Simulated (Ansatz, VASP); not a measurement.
LaSc: VASP beside Ansatz

The input INCAR:

```
PREC     = Accurate       # precision mode
ENCUT    = 520            # plane-wave cutoff, eV
EDIFF    = 1E-7           # SCF threshold, eV
ISMEAR   = -1             # smearing method
SIGMA    = 0.05           # smearing width, eV
LREAL    = False          # projectors in reciprocal space
LASPH    = True           # aspherical terms in the spheres
NELM     = 60             # most SCF steps
ALGO     = Normal         # electronic algorithm
ISIF     = 2              # what is computed and relaxed
LWAVE    = False          # write WAVECAR
LCHARG   = False          # write CHGCAR
MAGMOM   = 0 0 0 0 0 0    # initial moments
LORBIT   = 11             # projections on sites
LSORBIT  = True           # spin-orbit coupling
GGA_COMPAT= False        
LMAXMIX  = 6              # l up to which the mixer works
METAGGA  = R2SCAN         # meta-GGA
LMIXTAU  = True         
NBANDS   = 34             # bands
```

Contents of KPOINTS:

```
Automatic mesh
0
Gamma
  5 5 5
```

File POSCAR:

```
LaSc
1.0
    3.9480400000      0.0000000000      0.0000000000
    0.0000000000      3.9480400000      0.0000000000
    0.0000000000      0.0000000000      3.9480400000
La Sc
1 1
Direct
    0.0000000000      0.0000000000      0.0000000000
    0.5000000000      0.5000000000      0.5000000000
```

The input KPOINTS_OPT:

```
path GXMGRX,MR
20
line-mode
reciprocal
 0.0000000000  0.0000000000  0.0000000000  G
 0.0000000000  0.5000000000  0.0000000000  X

 0.0000000000  0.5000000000  0.0000000000  X
 0.5000000000  0.5000000000  0.0000000000  M

 0.5000000000  0.5000000000  0.0000000000  M
 0.0000000000  0.0000000000  0.0000000000  G

 0.0000000000  0.0000000000  0.0000000000  G
 0.5000000000  0.5000000000  0.5000000000  R

 0.5000000000  0.5000000000  0.5000000000  R
 0.0000000000  0.5000000000  0.0000000000  X

 0.5000000000  0.5000000000  0.0000000000  M
 0.5000000000  0.5000000000  0.5000000000  R
```

input.yaml

```yaml
crystal:
  lattice:
    - [3.94804, 0.0, 0.0]
    - [0.0, 3.94804, 0.0]
    - [0.0, 0.0, 3.94804]
  atoms:
    - { symbol: La, position: [0.0, 0.0, 0.0] }
    - { symbol: Sc, position: [0.5, 0.5, 0.5] }
hamiltonian:
  xc: r2scan
  pseudopotentials: { kind: paw_fr }
magnetization:
  noncollinear: true
  spin_orbit: true
kpoints:
  mp_grid: { grid: [5, 5, 5] }
  band_path:
    path:
      - [[0.0, 0.0, 0.0], [0.0, 0.5, 0.0], [0.5, 0.5, 0.0], [0.0, 0.0, 0.0], [0.5, 0.5, 0.5], [0.0, 0.5, 0.0]]
      - [[0.5, 0.5, 0.0], [0.5, 0.5, 0.5]]
    npoints: 14
scf:
  occupations: { method: fermi_dirac, width: 0.05 }
  n_extra_bands: 6
output:
  forces: true
  stress: true
  eigenvalues: true
  fatbands: false
```

The cell was built by a generator and needn't be a form met in nature.

Alike in both runs: task band structure; functional r2SCAN; k mesh 5 × 5 × 5; occupations fermi-dirac, width 0.05 eV; spin-orbit coupling, no magnetisation.

```csv
,VASP,Ansatz
version,VASP 6.6.1,Ansatz 0.2.0
potentials or method,"VASP PAW PBE potentials, release 64 (La, Sc_sv)",Ansatz PAW
plane-wave cutoff (eV),520,500
valence electrons in the cell,22,22
```

```tsv
	VASP	Ansatz	Ansatz less VASP
gap on the k mesh at the Fermi level (eV)	none	none	-
pressure (GPa)	0.3	0.3	-0.01
```

A gap of «none» marks a metal or a gap that the smearing closes. With one functional, cell and mesh, what is left measures potentials, basis and numerics.

Caveats: the PAW data sets were made with another functional, which shifts forces and pressure a little (VASP); the magnetic or orbital state may not be the lowest (Ansatz); the PAW data sets come from PBE, with cores solved anew for the run's functional, which leaves a small shift of forces and pressure (Ansatz).
